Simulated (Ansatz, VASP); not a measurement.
# AlGeAs: VASP beside Ansatz, part 2 of 2

Aim: how closely do two programs agree when they are given the same cell, functional and k mesh? The cell is generated by rule, not measured, and may not be a known phase. The cell is taken from a series of runs on this material, whose earlier steps may have relaxed, scaled, displaced or heated it; both programs get it as it stands.

VASP 6.6.1 and Ansatz 0.2.0.

So far: The starting structure; VASP: relaxation of cell and atoms, LDA.

The structure was built from a prototype and need not be the compound's stable phase.

**3. Ansatz: relaxation of cell and atoms, LDA**

Level of this step: Ansatz beside VASP: Kohn-Sham DFT, plane waves, LDA (Ansatz).

Ansatz runs on its default PAW (the set named soft_2) files.

The same cell, functional (in two slightly different forms), mesh and smearing now go to Ansatz, which takes its cutoff from its data sets.

input.yaml reads:

```yaml
crystal:
  lattice:
    - [2.83, 2.83, 0.0]
    - [-2.83, 2.83, 0.0]
    - [2.83, 0.0, 8.49]
  atoms:
    - { symbol: Al, position: [0.0, 0.0, 0.0] }
    - { symbol: Al, position: [0.333333, 0.666667, 0.333333] }
    - { symbol: As, position: [0.416667, 0.083333, 0.166667] }
    - { symbol: As, position: [0.75, 0.75, 0.5] }
    - { symbol: Ge, position: [0.666667, 0.333333, 0.666667] }
    - { symbol: Ge, position: [0.083333, 0.416667, 0.833333] }
kpoints:
  mp_grid: { grid: [6, 6, 6] }
hamiltonian:
  xc: lda
scf:
  occupations: { method: gaussian, width: 0.1 }
output:
  forces: true
  stress: true
  eigenvalues: true
relax:
  adjacent_minimum: "off"
  f_tol: 0.05
  max_steps: 80
  cell: { stress_tol: 0.5 }
```

The run is started by

```console
$ ansatz run input.yaml --threads 8 --pin off --max-ram 14336MiB --backend cpu --events-out ev --progress --plain --runs-dir out
```

Numbers of over 12 decimals in the logs are rounded to 6 here.

The program printed:

```text
Warning: the atoms were moved onto the symmetric positions of the space group found under crystal.symmetry.tolerance 1.0e-5 (fractional; no operation is sought that the atoms, as they stand in a round, miss by more than twice it, and no atom is moved by as much as it), and the run uses the moved positions. Before a round's move an operation carried an atom to 5.66e-6 Å from where it should land, the largest such dist [...]
The last accepted step is kept in <dir> (removed where the run ends without a failure and the disk answers)
Engine: ansatz 0.2.0, aarch64-unknown-linux-gnu
Pseudopotentials: kind: paw
Pseudopotential: Al, paw, valence charge 3, recommended cutoff 420 eV (normal), Al.paw.azcp
Pseudopotential: As, paw, valence charge 15, recommended cutoff 420 eV (normal), As.paw.azcp
Pseudopotential: Ge, paw, valence charge 14, recommended cutoff 420 eV (normal), Ge.paw.azcp
Functional definition: SPW92
  exchange = slater_x
  correlation = pw_c
Crystal: 6 atoms, lattice volume = 135.991 Å³
Basis set: ecut = 420 eV, 2625 PW (Γ)
Bands: 39, of which v1, the nominal top of the filled ones, is band 32 counted from 1 (31 counted from 0)
Symmetry: 4 space group operations
Space group: Imm2 (ITA 44), of the structure as read, at distance tolerance 5.1e-5 Å
k-points: 46 of 216 (time reversal used)
Non-local potential: Al, projectors of the file, l = 0: 2, l = 1: 2, l = 2: 1
Non-local potential: As, projectors of the file, l = 0: 2, l = 1: 2, l = 2: 3, l = 3: 1
Non-local potential: Ge, projectors of the file, l = 0: 2, l = 1: 2, l = 2: 3, l = 3: 1
PAW form: soft (Blöchl's): semilocal exchange-correlation on the pseudo side does not see the compensation charge
PAW frozen core: Al, regenerated for the run's functional, and the local potential with it (the file was generated under x = pbe(κ = 0.804, μ = 0.219515), c = pbe(β = 0.066725))
PAW frozen core: As, regenerated for the run's functional, and the local potential with it (the file was generated under x = pbe(κ = 0.804, μ = 0.219515), c = pbe(β = 0.066725))
PAW frozen core: Ge, regenerated for the run's functional, and the local potential with it (the file was generated under x = pbe(κ = 0.804, μ = 0.219515), c = pbe(β = 0.066725))
PAW one-centre angular grid: Al, 110 points (default); XC on 64 Gauss nodes
PAW one-centre angular grid: As, 590 points (default); XC on 64 Gauss nodes
PAW one-centre angular grid: Ge, 590 points (default); XC on 64 Gauss nodes
Initial density: superposition of atomic densities (neutral atoms: chi_scale 0, normalization atom), corrected by the library's trained network
Initial wavefunctions: pseudopotential atomic-orbital guess
Functional: x = slater, c = lda
SCF iter   1: F=—  HF=-19005.706626 eV  |F-HF|=—  |Δ(HF+E_count)|=         —  Δρ=4.52e-3  dr2=4.46e-2  ethr=1.77e-3  ⟨swp⟩=6.3  Hψ=7224  notcnv=0
preconditioner: auto → LDOS  [metal: Δε(μ)=0.078 eV  Ē_g=8.474 eV  σ=0.100 eV  W_gap=0.39  n_scr=34 (ndim 8)  ℏωp=15.6 eV  f_vac=0.019  D(μ)=0.93/eV (n_scr^D=2)  β→1.0]
SCF iter   2: F=—  HF=-19005.701688 eV  |F-HF|=—  |Δ(HF+E_count)|=   4.94e-3  Δρ=1.90e-3  dr2=3.30e-2  ethr=6.96e-5  ⟨swp⟩=2.4  Hψ=3427  notcnv=0  defer=85
SCF iter   3: F=—  HF=-19005.695209 eV  |F-HF|=—  |Δ(HF+E_count)|=   6.48e-3  Δρ=6.38e-4  dr2=2.73e-3  ethr=5.16e-5  ⟨swp⟩=2.0  Hψ=2311  notcnv=0  defer=85
SCF iter   4: F=—  HF=-19005.694687 eV  |F-HF|=—  |Δ(HF+E_count)|=   5.22e-4  Δρ=1.72e-4  dr2=8.16e-5  ethr=4.27e-6  ⟨swp⟩=2.0  Hψ=2127  notcnv=0  defer=83
SCF iter   5: F=—  HF=-19005.694660 eV  |F-HF|=—  |Δ(HF+E_count)|=   2.70e-5  Δρ=5.05e-5  dr2=2.91e-6  ethr=1.27e-7  ⟨swp⟩=2.0  Hψ=2806  notcnv=0  defer=12
SCF iter   6: F=—  HF=-19005.694660 eV  |F-HF|=—  |Δ(HF+E_count)|=   7.02e-9  Δρ=1.88e-5  dr2=4.83e-7  ethr=4.54e-9  ⟨swp⟩=2.0  Hψ=2953  notcnv=0  defer=12
SCF iter   7: F=-19005.694660 eV  HF=-19005.694660 eV  |F-HF|=1.42e-8  |Δ(HF+E_count)|=   3.30e-8  Δρ=5.94e-6  dr2=3.72e-8  ethr=1.56e-10  ⟨swp⟩=9.3  Hψ=7555  notcnv=0
SCF 1 converged in 7 iterations: F = -19005.694660 eV  dr2 = 3.72e-8
[...]
preconditioner: auto → Kerker (q_TF=auto, 2.408 Å⁻¹)  [metal: Δε(μ)=0.062 eV  Ē_g=8.483 eV  σ=0.100 eV  W_gap=0.34  n_scr=34 (ndim 8)  ℏωp=15.6 eV  f_vac=0.013  D(μ)=0.40/eV (n_scr^D=0)]
SCF iter   2: F=—  HF=-19005.732612 eV  |F-HF|=—  |Δ(HF+E_count)|=   1.41e-3  Δρ=1.61e-3  dr2=3.06e-3  ethr=1.40e-5  ⟨swp⟩=1.2  Hψ=1801  notcnv=0
preconditioner: auto → LDOS  [metal: Δε(μ)=0.062 eV  Ē_g=8.483 eV  σ=0.100 eV  W_gap=0.34  n_scr=34 (ndim 8)  ℏωp=15.6 eV  f_vac=0.013  D(μ)=0.42/eV (n_scr^D=2)  β→1.0]
SCF iter   3: F=—  HF=-19005.732198 eV  |F-HF|=—  |Δ(HF+E_count)|=   4.14e-4  Δρ=3.42e-4  dr2=4.18e-4  ethr=4.79e-6  ⟨swp⟩=2.0  Hψ=2808  notcnv=0
SCF iter   4: F=—  HF=-19005.731972 eV  |F-HF|=—  |Δ(HF+E_count)|=   2.26e-4  Δρ=8.37e-5  dr2=5.67e-5  ethr=6.53e-7  ⟨swp⟩=2.0  Hψ=3269  notcnv=0
SCF iter   5: F=—  HF=-19005.731963 eV  |F-HF|=—  |Δ(HF+E_count)|=   9.43e-6  Δρ=3.55e-5  dr2=6.54e-6  ethr=8.86e-8  ⟨swp⟩=2.0  Hψ=2162  notcnv=0
SCF iter   6: F=-19005.731961 eV  HF=-19005.731961 eV  |F-HF|=9.09e-8  |Δ(HF+E_count)|=   1.65e-6  Δρ=9.02e-6  dr2=1.67e-7  ethr=9.37e-10  ⟨swp⟩=4.2  Hψ=8267  notcnv=0
SCF 2 converged in 6 iterations: F = -19005.731961 eV  dr2 = 1.67e-7
relax step   2: F+E_penalty+E_count = -19005.73196101 eV  Δ(F+E_penalty+E_count) = -3.730e-2 eV  max|allowed force component| = 6.786e-2 eV/Å  Δτ_max = 0.0564 Å  P = -0.119 GPa  Ω = 135.454 Å³  energy of the carried Pulay correction = +1.056e-4 eV  (6 SCF iters, dr2 threshold 6.00e-7 eV, accepted)
[...]
relax step   3: F+E_penalty+E_count = -19005.73266376 eV  Δ(F+E_penalty+E_count) = -7.027e-4 eV  max|allowed force component| = 7.803e-3 eV/Å  Δτ_max = 0.0051 Å  P = -0.003 GPa  Ω = 135.234 Å³  energy of the carried Pulay correction = +1.489e-4 eV  (6 SCF iters, dr2 threshold 2.88e-7 eV, accepted)
[...]
relax step   4: F+E_penalty+E_count = -19005.73253359 eV  Δ(F+E_penalty+E_count) = +1.302e-4 eV  max|allowed force component| = 7.812e-3 eV/Å  Δτ_max = 0.0000 Å  P = -0.004 GPa  Ω = 135.234 Å³  stress off target by 3.31e-2 GPa  SCF on the basis re-selected at this cell (its energy is not comparable with the rows above)  (5 SCF iters)
basis re-selected at this cell: Δ(F+E_penalty+E_count) = +1.302e-4 eV, ΔP = -0.000 GPa vs the last step (what re-selecting the basis moved, of the pressure what is left beyond the Pulay correction that the steps carried, after the strain that the cell walked since its last selection, with what the two solves' SCF thresholds leave and, on support functions, any second-order correction that the steps lacked; it is no m [...]
SCF converged after 5 iterations
Free energy (F): -19005.732534 eV
Harris-Foulkes:  -19005.732534 eV  (|F-HF|=1.82e-9)
Internal energy: -19005.730468 eV  (E = F + TS)
E sigma→0 (E₀):  -19005.731501 eV
Entropy (-TS):   -0.002066 eV (-0.344 meV/atom)
Fermi energy:    7.303876 eV
--- Per-component energies (eV) ---
  E_band       = -863.830395
  E_kinetic    = 479.099419
  E_local      = -9742.589912  (includes V_loc(G=0)·N_el)
  E_nonlocal   = -464.671585
  E_hartree    = 4701.190671
  E_xc         = -387.518616
  E_vxc        = -348.704939  (∫ρ·V_xc dr)
  E_paw        = -8277.372073  (= ΣΔE_a)
  E_vpaw       = -189.346904  (= ΣTr[D̂ρ^β])
  E_aug_tail   = 0.000623  (compensation charges beyond the density's cutoff)
  E_ewald      = -5321.947542
  E_core_change = 8.078546  (= ΣΔE_core)
  E_smearing   = -0.002066  (= −TS)
  E_closure    = 0.000000  (closes the sum)
  Σ components = -19005.732534   (vs F -19005.732534, Δ=0.00e0)
--- Forces (eV/Å), atoms counted from 1 ---
  atom   1  Al    -0.00000000     0.00000000     0.00238646
  atom   2  Al     0.00000000     0.00000000    -0.00287749
  atom   3  As     0.00000000     0.00000000    -0.00130755
  atom   4  As     0.00000000     0.00000000    -0.00275014
  atom   5  Ge    -0.00000000    -0.00000000    -0.00326663
  atom   6  Ge     0.00000000    -0.00000000     0.00781102
  max |Σ_I F_I| component: 4.32e-6 eV/Å
--- Stress (GPa, compression-positive) ---
       -0.000958       0.032138      -0.000000
        0.032138      -0.000958      -0.000000
       -0.000000      -0.000000      -0.009203
  P = ⅓ Tr σ = -0.0037 GPa (-0.037 kbar)
--- Band table (eV; the first three rows and the last of 46) ---
  k-point 0: bands = [... 28 lower, 5.0435, 6.7520, 6.9000, 7.3314, 7.3572, 8.2158, 8.9742, 9.3607, ... 3 higher]
  k-point 1: bands = [... 28 lower, 5.1861, 6.2376, 6.7669, 7.1870, 7.6775, 8.1150, 8.9729, 9.5027, ... 3 higher]
  k-point 2: bands = [... 28 lower, 5.4473, 5.4861, 6.4542, 6.9008, 7.8398, 8.1133, 8.9419, 9.6797, ... 3 higher]
  k-point 45: bands = [... 28 lower, 3.8469, 4.0764, 4.6394, 4.6715, 8.1816, 8.5185, 9.0039, 9.6977, ... 3 higher]
--- Relaxed structure (3 steps of the walk, 3 accepted, 1 SCFs on fresh bases) ---
  F+E_penalty+E_count = -19005.73253359 eV   max|allowed force component| = 7.812e-3 eV/Å   (the final SCF, on the basis selected at the relaxed cell)
  cell:  # Å, volume = 135.2338 Å³
    - [2.824548, 2.824548, 0]
    - [-2.850415, 2.850415, 0.0]
    - [2.837481, -0.012934, 8.398434]
  atoms:
    - { symbol: Al, position: [0.00168284, -0.00168284, -0.00336568] }
    - { symbol: Al, position: [0.335091, 0.664909, 0.329818] }
    - { symbol: As, position: [0.416198, 0.083802, 0.167604] }
    - { symbol: As, position: [0.751149, 0.748851, 0.497702] }
    - { symbol: Ge, position: [0.663537, 0.336463, 0.672927] }
    - { symbol: Ge, position: [0.082342, 0.417658, 0.835315] }
```

**4. Differences**

Known differences besides the potentials themselves: the two LDA forms differ slightly; the data sets hold 64 valence electrons in Ansatz (on its default PAW (the set named soft_2) files) and 44 in VASP; the cutoff is 420 eV in Ansatz and 500 eV in VASP; VASP's log shows a relativistic correction to its local exchange, Ansatz's none; Ansatz adds a Pulay correction to the stress that steers its cell, VASP none. Total energies have different zeros and are not compared.

Compared:

```csv
quantity,Ansatz,VASP,difference
volume (Å³),135.23,135.65,-0.31 %
"edge a after relaxation, in the typed setting (Å)",3.994,3.999,-0.11 %
"edge b after relaxation, in the typed setting (Å)",4.031,4.035,-0.10 %
"edge c after relaxation, in the typed setting (Å)",8.865,8.874,-0.10 %
```

**5. Outcome**

```json
{"difference in volume (relaxation of cell and atoms, LDA)": "-0.31 %"}
```

What this shows: The difference in volume is -0.31 % (relaxation of cell and atoms, LDA), within the 1.2 % picked in this series as the mark of a large difference, as far as the stopping tolerances let one tell. The data sets hold unlike numbers of valence electrons (64 in Ansatz and 44 in VASP), so part of the differences comes from the potentials. How closely two codes agree says nothing of how well the functional describes the real material.

[Lines on the potential files, build, host, timing and source positions are cut from VASP's logs without a mark.]

[Logs are printed without paths, hosts, clocks, repeated set-up lines and the standing remarks that a program may print on its own settings, such as how far it seeks lower states.]

[Hosts, paths, dates, database ids (printed as entryN), source tags and the programs' standing remarks are cut or masked in the printed files.]
